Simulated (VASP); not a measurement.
Input:

```
Sc
1.0
    1.66036    -2.87584     0.00000
    1.66036     2.87584     0.00000
    0.00000     0.00000     5.16000
Sc
2
Cartesian
  1.66036   0.95861   1.29000
  1.66036  -0.95861   3.87000
```

The numbers are results of PBE GGA, VASP's PBE PAW potentials (set 64) (plane waves; VASP), not measurements. Settings: 500 eV cut-off, 13×13×7 Γ-centred mesh, first-order Methfessel-Paxton smearing of 0.10 eV, potentials Sc_sv.

Q: Estimate the energy per atom (σ→0), band gap (on the k-mesh) with the smallest direct gap where there is one.

A: 
| Quantity | Result |
|---|---|
| band gap (on the k-mesh) | none (metal, semimetal or under 0.01 eV) |
| energy per atom (σ→0) | -602.9 kJ/mol of atoms |

Only differences to runs with the same potentials and settings are physical.

The compound is Sc in the hcp structure. It was relaxed first.
